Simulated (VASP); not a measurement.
The system is Li.

```
Li
1.0
     3.12643    0.00000    0.00000
    -1.56321    2.70756    0.00000
     0.00000    0.00000    5.10545
Li
2
Direct
  0.33333 0.66667 0.25000
  0.66667 0.33333 0.75000
```

The cell was built by a generator and needn't be a form met in nature.

| Property | Result |
| --- | --- |
| Program | VASP 6.6.1 |
| Task | relaxation of cell and atoms |
| Functional | LDA |
| Potentials or basis | VASP PAW LDA potentials, release 64 (Li_sv) |
| Cutoff | 600 eV |
| k mesh | 12 × 12 × 6 |
| Occupations | fermi-dirac, width 0.1 eV |
| Spin | no spin polarisation |

At the start: pressure -1.7 GPa; volume 21.61 Å³/atom.

How do energy, volume and symmetry change on relaxing?

Over 5 steps the energy falls by 16.9 meV/atom and the volume is 18.80 Å³/atom (-13.0 %); space group P6_3/mmc (No. 194, to 0.05 Å).

The path:
| step | energy change (eV) | largest force (eV/Å) | pressure (GPa) | volume (Å³) |
| --- | --- | --- | --- | --- |
| 1 | 0.0000 | 0.0000 | -1.68 | 43.22 |
| 2 | -0.0134 | 0.0000 | -1.37 | 41.82 |
| 3 | -0.0316 | 0.0000 | -0.51 | 38.82 |
| 4 | -0.0069 | 0.0000 | 2.26 | 33.26 |
| 5 | -0.0338 | 0.0000 | -0.06 | 37.60 |

Final structure:
```
CELL_PARAMETERS angstrom
2.98546 0.00000 0.00000
-1.49273 2.58548 0.00000
0.00000 0.00000 4.87166
ATOMIC_POSITIONS crystal
Li 0.33333 0.66667 0.25000
Li 0.66667 0.33333 0.75000
```

Caveat: the cutoff is under 1.25 times the usual one of these potentials, so pressure, stress and relaxed cells hold a basis-set (Pulay) error.
